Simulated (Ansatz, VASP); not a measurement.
Two plane-wave programs on AgPbF2

```xyz
4
Lattice="3.3820 0.0000 0.0000 -1.6910 2.9289 0.0000 0.0000 0.0000 7.2136" Properties=species:S:1:pos:R:3 pbc="T T T"
Ag    0.0000    0.0000    0.0000
Pb    0.0000    0.0000    3.6068
F     0.0000    1.9526    5.5879
F     1.6910    0.9763    1.6257
```

Alike in both runs: task relaxation of cell and atoms; functional PBE; k mesh 15 × 15 × 8; occupations gaussian, width 0.1 eV; no spin polarisation.

|  | VASP | Ansatz |
| --- | --- | --- |
| version | VASP 6.6.1 | Ansatz 0.2.0 |
| potentials or method | VASP PAW PBE potentials, release 64 (Ag, Pb_d, F) | scalar-relativistic, plane waves, PAW |
| plane-wave cutoff (eV) | 600 | 420 |
| valence electrons in the cell | 39 | 47 |

```csv
,VASP,Ansatz,Ansatz less VASP
"gap on the k mesh at the Fermi level, each at its own relaxed structure (eV)",none,none,-
relaxed volume (Å³/atom),17.68,17.77,+0.085
relaxed cell length with the largest relative difference (Å),3.348,3.355,+0.0068
energy change over the relaxation (meV/atom),-1,-1,+0.2
```

A gap of «none» marks a metal or a gap that the smearing closes. The two sets of potentials don't hold the same shells in valence.

Caveats: an odd number of electrons without spin polarisation forces a metal; a magnetic or distorted state may lie lower. The runs have no spin-orbit coupling, so splittings on Pb are missing.
